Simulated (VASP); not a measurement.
Consider the following.

```xyz
2
Lattice="1.8257 -3.1623 0.0000 1.8257 3.1623 0.0000 0.0000 0.0000 5.6370" Properties=species:S:1:pos:R:3 pbc="T T T"
Ho     1.8257     1.0541     1.4092
Ho     1.8257    -1.0541     4.2277
```

These are vdW-DF2, VASP's PBE PAW potentials (set 64) (plane waves; VASP) values and carry that method's errors. Run with 520 eV cut-off, Gaussian smearing of 0.050 eV, potentials Ho_3.

The 4f electrons are frozen in the core of the lanthanide potential, so 4f levels, which can set the real gap, and their magnetism are missing.

**Question.** Give the energies of bands 7 to 12 at the high-symmetry points, in eV from the Fermi level.

**Answer.** 
```tsv
band	Γ	M	K	A	L	H
7	-5.15	-1.95	-0.79	-3.57	-1.86	-0.56
8	-2.10	-1.31	-0.76	-3.57	-1.86	-0.56
9	1.25	-0.84	-0.76	1.06	0.11	-0.37
10	1.75	-0.06	-0.41	1.06	0.11	-0.37
11	1.75	1.42	1.18	1.64	1.56	0.52
12	2.32	1.59	1.18	1.64	1.56	0.52
```

It has no gap at this level: it comes out as a metal or semimetal.

The compound is Ho in the hcp structure. It was relaxed first.
